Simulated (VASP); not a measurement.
An input for Quantum ESPRESSO's pw.x (written as the equivalent of a VASP run, and not itself run):

```
&CONTROL
  calculation = 'vc-relax'
  pseudo_dir = './pseudo'
  outdir = './out'
  tprnfor = .true.
  tstress = .true.
  nstep = 40
  forc_conv_thr = 0.00078
/
&SYSTEM
  ibrav = 0
  nat = 2
  ntyp = 2
  ecutwfc = 84
  occupations = 'smearing'
  smearing = 'gaussian'
  degauss = 0.003675
  input_dft = 'pbesol'
/
&ELECTRONS
  conv_thr = 7.3e-08
  electron_maxstep = 100
/
&IONS
/
&CELL
/
ATOMIC_SPECIES
  Mg 24.305 Mg.upf
  S 32.060 S.upf
CELL_PARAMETERS angstrom
     0.0000000    2.5890715    2.5890715
     2.5890715    0.0000000    2.5890715
     2.5890715    2.5890715    0.0000000
ATOMIC_POSITIONS crystal
  Mg   0.0000000  0.0000000  0.0000000
  S    0.5000000  0.5000000  0.5000000
K_POINTS automatic
  9 9 9 0 0 0
```

Problem. Write the VASP files for the same calculation (PBEsol).

Solution. One answer among several that fit: 
File KPOINTS:
```
Automatic mesh
0
Gamma
9 9 9
0 0 0
```

**INCAR**
```
SYSTEM  =  MgS
PREC  =  Accurate; ENCUT  =  500; LREAL  =  .False.
LASPH  =  .True.
EDIFF  =  1E-6; NELM  =  100; ALGO  =  Normal
ISMEAR  =  0; SIGMA  =  0.05
GGA  =  PS
IBRION  =  2; NSW  =  40; ISIF  =  3
EDIFFG  =  -0.02
LWAVE  =  .False.; LCHARG  =  .False.
```

File POSCAR:
```
MgS
1
    0.0000000000     2.5890714753     2.5890714753
    2.5890714753     0.0000000000     2.5890714753
    2.5890714753     2.5890714753     0.0000000000
Mg S
1 1
Direct
  0.0000000000   0.0000000000   0.0000000000
  0.5000000000   0.5000000000   0.5000000000
```

POTCAR, in this order: Mg S (PBE.64 set). Program: vasp_std.

What does not carry over: the potentials are each code's own (VASP's PAW set, PseudoDojo norm-conserving files in pw.x), so ENCUT and ecutwfc are chosen apart and not converted; conv_thr bounds pw.x's estimated SCF error, while EDIFF bounds the energy change between steps; forc_conv_thr acts on force components and is met together with etot_conv_thr.

The compound is MgS in the rock salt structure. It was relaxed first.
